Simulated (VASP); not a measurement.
# RuP (relaxed from the wurtzite structure, space group P6_3mc): computed properties

The numbers are results of PBEsol GGA, VASP's PBE PAW potentials (set 64) (plane waves; VASP), not measurements.

```json
{
  "space_group": "P6_3mc (186)",
  "cell": "a = 3.721 Å, b = 3.721 Å, c = 5.731 Å, α = 90.00°, β = 90.00°, γ = 120.00°",
  "volume_per_atom": "17.18 Å^3/atom",
  "band gap (over mesh and band path)": "none (metal, semimetal or under 0.01 eV)",
  "density": "6.38 g/cm³"
}
```

```cif
data_P2Ru2
_chemical_formula_sum 'Ru2 P2'
_space_group_name_H-M_alt 'P63mc'
_space_group_IT_number 186
_space_group_name_Hall 'P 6c -2c'
_cell_length_a 3.72141
_cell_length_b 3.72141
_cell_length_c 5.73106
_cell_angle_alpha 90.000
_cell_angle_beta 90.000
_cell_angle_gamma 120.000
loop_
_atom_site_label
_atom_site_type_symbol
_atom_site_symmetry_multiplicity
_atom_site_Wyckoff_symbol
_atom_site_fract_x
_atom_site_fract_y
_atom_site_fract_z
_atom_site_occupancy
Ru1 Ru 2 b 0.66667 0.33333 0.49230 1
P1 P 2 b 0.33333 0.66667 0.38270 1
```

The structure was generated: RuP was put into the wurtzite type (P6_3mc), which need not be its known phase. It was relaxed first, which changed the volume by -31 %. Symmetry was kept, so distortions that lower it aren't found.
